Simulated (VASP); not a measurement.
Consider the following.

```xyz
1
Lattice="0.0000 1.9844 1.9844 1.9844 0.0000 1.9844 1.9844 1.9844 0.0000" Properties=species:S:1:pos:R:3 pbc="T T T"
Pt     0.0000     0.0000     0.0000
```

Computed with PBE GGA with D4 dispersion, VASP's PBE PAW potentials (set 64) (plane waves; VASP). Numerical set-up: 520 eV cut-off, 16×16×16 Γ-centred mesh, first-order Methfessel-Paxton smearing of 0.10 eV, potentials Pt.

**Question.** Give the stress tensor in GPa (positive for a compressed cell).

**Answer.** 
```
-7.51   0.00   0.00
 0.00  -7.51   0.00
 0.00   0.00  -7.51
```
The pressure is its mean diagonal, -7.51 GPa.

The compound is Pt in the fcc structure. This cell is one point of a volume scan, at 1.03 of the reference volume.
